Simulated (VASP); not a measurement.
```xyz
5
Lattice="5.6703 0.0000 0.0000 0.0000 5.6703 0.0000 0.0000 0.0000 5.6703" Properties=species:S:1:pos:R:3 pbc="T T T"
Cs     0.0000     0.0000     0.0000
Pb     2.8352     2.8352     2.8352
Cl     2.8352     0.0000     2.8352
Cl     0.0000     2.8352     2.8352
Cl     2.8352     2.8352     0.0000
```

Computed with MS2 meta-GGA, VASP's PBE PAW potentials (set 64) (plane waves; VASP). Numerical set-up: 520 eV cut-off, 5×5×5 Γ-centred mesh, tetrahedra with Blöchl corrections, potentials Cs_sv Pb_d Cl.

Unless said otherwise, spin-orbit coupling is left out, though it shifts the bands of the heavy elements here.

Task: Give the energies of bands 13 to 25 at the high-symmetry points, in eV from the valence-band maximum.

Result: 
```tsv
band	Γ	X	M	R
13	-6.46	-7.40	-8.13	-8.36
14	-4.52	-4.44	-4.30	-3.16
15	-4.52	-4.44	-3.34	-3.16
16	-4.52	-3.12	-2.82	-3.16
17	-2.62	-2.71	-2.82	-2.71
18	-2.62	-2.71	-2.78	-2.71
19	-2.62	-2.71	-2.78	-2.22
20	-2.52	-2.61	-2.71	-2.22
21	-2.52	-2.61	-2.23	-2.22
22	-2.52	-1.65	-0.80	0.00
23	3.95	3.23	2.76	2.23
24	4.82	5.23	2.76	2.23
25	4.82	5.54	5.14	2.23
```

The gap is direct, 2.23 eV, from the valence maximum at R to the conduction minimum at R.

The compound is CsPbCl3 in the cubic perovskite structure, the ideal cubic form; the compound distorts at low or room temperature. It was relaxed first.
